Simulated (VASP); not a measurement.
Output of a VASP run:

### OUTCAR
```
 ion  position               nearest neighbor table
   1  0.000  0.000  0.000-   2 2.79   2 2.79   2 2.79   2 2.79
   2  0.250  0.250  0.250-   1 2.79   1 2.79   1 2.79   1 2.79
  LATTYP: Found a face centered cubic cell.
 ALAT       =     6.4482689620
 Subroutine PRICEL returns:
 Original cell was already a primitive cell.
 Subroutine GETGRP returns: Found 24 space group operations
The static configuration has the point symmetry T_d .
The dynamic configuration has the point symmetry T_d .
 Subroutine INISYM returns: Found 24 space group operations
 Subroutine IBZKPT returns following result:
 Found     47 irreducible k-points:

 Following reciprocal coordinates:
            Coordinates               Weight
  0.000000  0.000000  0.000000      1.000000
  0.100000  0.000000  0.000000      8.000000
  0.200000  0.000000  0.000000      8.000000
  0.300000  0.000000  0.000000      8.000000
  0.400000  0.000000  0.000000      8.000000
  0.500000  0.000000  0.000000      4.000000
  0.100000  0.100000  0.000000      6.000000
  0.200000  0.100000  0.000000     24.000000
  0.300000  0.100000  0.000000     24.000000
  0.400000  0.100000  0.000000     24.000000
  0.500000  0.100000  0.000000     24.000000
 -0.400000  0.100000  0.000000     24.000000
 -0.300000  0.100000  0.000000     24.000000
 -0.200000  0.100000  0.000000     24.000000
 -0.100000  0.100000  0.000000     12.000000
  0.200000  0.200000  0.000000      6.000000
  0.300000  0.200000  0.000000     24.000000
  0.400000  0.200000  0.000000     24.000000
  0.500000  0.200000  0.000000     24.000000
 -0.400000  0.200000  0.000000     24.000000
 -0.300000  0.200000  0.000000     24.000000
 -0.200000  0.200000  0.000000     12.000000
  0.300000  0.300000  0.000000      6.000000
  0.400000  0.300000  0.000000     24.000000
  0.500000  0.300000  0.000000     24.000000
 -0.400000  0.300000  0.000000     24.000000
 -0.300000  0.300000  0.000000     12.000000
  0.400000  0.400000  0.000000      6.000000
  0.500000  0.400000  0.000000     24.000000
 -0.400000  0.400000  0.000000     12.000000
  0.500000  0.500000  0.000000      3.000000
  0.300000  0.200000  0.100000     24.000000
  0.400000  0.200000  0.100000     48.000000
  0.500000  0.200000  0.100000     48.000000
 -0.400000  0.200000  0.100000     24.000000
  0.400000  0.300000  0.100000     24.000000
  0.500000  0.300000  0.100000     48.000000
 -0.400000  0.300000  0.100000     48.000000
 -0.300000  0.300000  0.100000     48.000000
 -0.200000  0.300000  0.100000     24.000000
   k-points           NKPTS =     47   k-points in BZ     NKDIM =     47   number of bands    NBANDS=     13
   number of dos      NEDOS =    301   number of ions     NIONS =      2
   total plane-waves  NPLWV =  46656
   dimension x,y,z NGX =    36 NGY =   36 NGZ =   36
   dimension x,y,z NGXF=    72 NGYF=   72 NGZF=   72
   ions per type =               1   1
   PREC   = accura    normal or accurate (medium, high low for compatibility)
   ISTART =      0    job   : 0-new  1-cont  2-samecut
   ICHARG =      2    charge: 1-file 2-atom 10-const
   ISPIN  =      1    spin polarized calculation?
   LNONCOLLINEAR =      F non collinear calculations
   LSORBIT =      F    spin-orbit coupling
   INIWAV =      1    electr: 0-lowe 1-rand  2-diag
   ENCUT  =  500.0 eV  36.75 Ry    6.06 a.u.   8.31  8.31  8.31*2*pi/ulx,y,z
   NELM   =    100;   NELMIN=  2; NELMDL= -5     # of ELM steps
   EDIFF  = 0.1E-05   stopping-criterion for ELM
   LREAL  =      F    real-space projection
   NLSPLINE    = F    spline interpolate recip. space projectors
   LMAXMIX     =    6 max onsite mixed and CHGCAR
   VOSKOWN=      0    Vosko Wilk Nusair interpolation
   EDIFFG = -.2E-01   stopping-criterion for IOM
   NSW    =     40    number of steps for IOM
   NBLOCK =      1;   KBLOCK =     40    inner block; outer block
   IBRION =      2    ionic relax: 0-MD 1-quasi-New 2-CG
...
```

### OSZICAR
```
       N       E                     dE             d eps       ncg     rms          rms(c)
DAV:   1     0.104938025814E+03    0.10494E+03   -0.80209E+03  1222   0.116E+03
DAV:   2    -0.789465995391E+00   -0.10573E+03   -0.10091E+03  1322   0.265E+02
DAV:   3    -0.522388570304E+01   -0.44344E+01   -0.44001E+01  1532   0.560E+01
DAV:   4    -0.526794444979E+01   -0.44059E-01   -0.44049E-01  1687   0.518E+00
DAV:   5    -0.526814018167E+01   -0.19573E-03   -0.19573E-03  1520   0.291E-01    0.809E+00
DAV:   6    -0.505503246994E+01    0.21311E+00   -0.50745E-01  1397   0.108E+01    0.635E+00
DAV:   7    -0.504131596989E+01    0.13717E-01   -0.10737E-01  1357   0.264E+00    0.221E+00
DAV:   8    -0.503856917890E+01    0.27468E-02   -0.11873E-02  1262   0.151E+00    0.600E-01
DAV:   9    -0.503821517803E+01    0.35400E-03   -0.82806E-04  1402   0.351E-01    0.145E-01
DAV:  10    -0.503820695355E+01    0.82245E-05   -0.71947E-05  1410   0.885E-02    0.567E-02
DAV:  11    -0.503820869087E+01   -0.17373E-05   -0.20189E-05  1372   0.489E-02    0.313E-02
DAV:  12    -0.503820749560E+01    0.11953E-05   -0.35417E-06  1252   0.202E-02    0.142E-02
DAV:  13    -0.503820750987E+01   -0.14272E-07   -0.22821E-07   641   0.338E-03
   1 F= -.50382075E+01 E0= -.50382855E+01  d E =-.503821E+01
```

### OUTCAR
```
------------------------ aborting loop because EDIFF is reached ----------------------------------------
  FORCE on cell =-STRESS in cart. coord.  units (eV):
  Direction    XX          YY          ZZ          XY          YZ          ZX
  --------------------------------------------------------------------------------------
  Total       -0.0139976     -0.0139976     -0.0139976      0.0000000      0.0000000      0.0000000
  in kB       -0.3345756     -0.3345756     -0.3345756      0.0000000      0.0000000      0.0000000
  external PRESSURE =      -0.3345756 kB  Pullay stress =       0.0000000 kB
  volume of cell :       67.03
      direct lattice vectors                 reciprocal lattice vectors
     0.000000000  3.224134481  3.224134481    -0.155080380  0.155080380  0.155080380
     3.224134481  0.000000000  3.224134481     0.155080380 -0.155080380  0.155080380
     3.224134481  3.224134481  0.000000000     0.155080380  0.155080380 -0.155080380
 POSITION                                       TOTAL-FORCE (eV/Angst)
 -----------------------------------------------------------------------------------
      0.00000      0.00000      0.00000         0.000000     -0.000000      0.000000
      1.61207      1.61207      1.61207        -0.000000      0.000000     -0.000000
 -----------------------------------------------------------------------------------
    total drift:                               -0.000000     -0.000000     -0.000000
  FREE ENERGIE OF THE ION-ELECTRON SYSTEM (eV)
  ---------------------------------------------------
  free  energy   TOTEN  =        -5.0382075099 eV

  energy  without entropy=       -5.0384415658  energy(sigma->0) =       -5.03828553

 reached required accuracy - stopping structural energy minimisation
```
(Selected blocks of OUTCAR.)

**POSCAR**
```
HgTe
1
    0.0000000000     3.2241344810     3.2241344810
    3.2241344810     0.0000000000     3.2241344810
    3.2241344810     3.2241344810     0.0000000000
Hg Te
1 1
Direct
  0.0000000000   0.0000000000   0.0000000000
  0.2500000000   0.2500000000   0.2500000000
```

Problem. Write an INCAR and KPOINTS that could have produced this output.

Solution. One answer among several that fit: the input of the run itself, LDA (Ceperley-Alder, Perdew-Zunger), plane waves, VASP's LDA PAW potentials (set 64).

**KPOINTS**
```
Automatic mesh
0
Gamma
10 10 10
0 0 0
```

INCAR:
```
SYSTEM = HgTe
PREC = Accurate; ENCUT = 500; LREAL = F
LASPH = T
EDIFF = 1E-6; NELM = 100; ALGO = Normal
LMAXMIX = 6
ISMEAR = 1; SIGMA = 0.1
IBRION = 2; NSW = 40; ISIF = 3
EDIFFG = -0.02
LWAVE = F; LCHARG = F
```

POTCAR, in this order: Hg Te (LDA.64 set). Program: vasp_std.

The compound is HgTe in the zinc blende structure. It was relaxed first.
